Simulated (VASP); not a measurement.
Data:

```xyz
4
Lattice="1.5990 -2.7696 0.0000 1.5990 2.7696 0.0000 0.0000 0.0000 5.2051" Properties=species:S:1:pos:R:3 pbc="T T T"
Ga     1.5990    -0.9232     2.6027
Ga     1.5990     0.9232     0.0002
N      1.5990    -0.9232     4.5647
N      1.5990     0.9232     1.9621
```

Calculation: PBE GGA with D3 dispersion (Becke-Johnson damping), VASP's PBE PAW potentials (set 64) (plane waves; VASP 6.6.1). Numerical set-up: 520 eV cut-off, 7×7×4 Γ-centred mesh, Gaussian smearing of 0.050 eV, potentials Ga_d N.

### Question
Predict the energy per atom (σ→0).

### Answer

| Quantity | Result |
|---|---|
| energy per atom (σ→0) | -6.331 eV/atom |

Only differences to runs with the same potentials and settings are physical.

The compound is GaN in the wurtzite structure. It was relaxed first. The start is the result of an earlier pass.
